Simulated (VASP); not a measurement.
SrBRh: single point with PBE

The system is SrBRh.

```
CELL_PARAMETERS angstrom
3.83475 0.00000 0.00000
-1.91738 3.32099 0.00000
0.00000 0.00000 3.83072
ATOMIC_POSITIONS crystal
Sr 0.66667 0.33333 0.50000
B 0.33333 0.66667 0.00000
Rh 0.00000 0.00000 0.00000
```

The cell was built by a generator and needn't be a form met in nature.

```
Program                : VASP 6.6.1
Task                   : single point
Functional             : PBE
Potentials or basis    : VASP PAW PBE potentials, release 64 (Sr_sv, B, Rh_pv)
Cutoff                 : 520 eV
k mesh                 : 8 × 8 × 7
Occupations            : fermi-dirac, width 0.05 eV
Spin                   : no spin polarisation
Further INCAR settings : ALGO = Normal; EDIFF = 1e-07; NBANDS = 21
```

```json
{
  "Pressure": "12.3 GPa",
  "Band gap on the k mesh": "none (metal or under the smearing width)"
}
```

Stress tensor (GPa, compression positive):
```
 4.93  0.00  0.00
 0.00  4.93  0.00
 0.00  0.00 26.99
```

Levels at points of the mesh, in eV from the Fermi level:
```
           k point  band 10  band 11  band 12  band 13  band 14  band 15  band 16  band 17  band 18  band 19
(0.00, 0.00, 0.00)    -4.14    -3.48    -2.11    -2.11     0.82     2.44     2.44     2.74     5.82     6.64
(0.50, 0.00, 0.00)    -2.99    -2.75    -2.66    -2.42    -1.59     1.24     1.60     3.11     6.21     7.12
```

Run time: 37 s on 1 thread of Intel(R) Xeon(R) Platinum 8375C CPU @ 2.90GHz (Ice Lake), on a shared host, peak memory 0.19 GiB.
